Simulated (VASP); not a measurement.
Input:

```xyz
2
Lattice="0.0000 2.2425 2.2425 2.2425 0.0000 2.2425 2.2425 2.2425 0.0000" Properties=species:S:1:pos:R:3 pbc="T T T"
Hf     0.0000     0.0000     0.0000
N      2.2425     2.2425     2.2425
```

All values below come from AM05 GGA, VASP's PBE PAW potentials (set 64) (plane waves; VASP). Run with 520 eV cut-off, Gaussian smearing of 0.050 eV, potentials Hf_pv N.

### Question
Give the energies of bands 5 to 10 at the high-symmetry points, in eV from the Fermi level.

### Answer

```json
[
 {"band": "5", "Γ": "-3.02", "X": "-5.42", "U": "-6.44", "L": "-9.06", "W": "-6.26"},
 {"band": "6", "Γ": "-3.02", "X": "-3.98", "U": "-5.55", "L": "-6.30", "W": "-5.52"},
 {"band": "7", "Γ": "-3.02", "X": "-3.69", "U": "-5.02", "L": "-6.30", "W": "-5.52"},
 {"band": "8", "Γ": "-0.40", "X": "-3.69", "U": "-0.91", "L": "3.37", "W": "1.13"},
 {"band": "9", "Γ": "-0.40", "X": "4.19", "U": "3.97", "L": "3.81", "W": "1.13"},
 {"band": "10", "Γ": "-0.40", "X": "5.71", "U": "4.58", "L": "3.81", "W": "5.72"}
]
```

It has no gap at this level: it comes out as a metal or semimetal.

The compound is HfN in the rock salt structure. It was relaxed first. The electron count is odd and the run is not spin-polarised, which forces a metal.
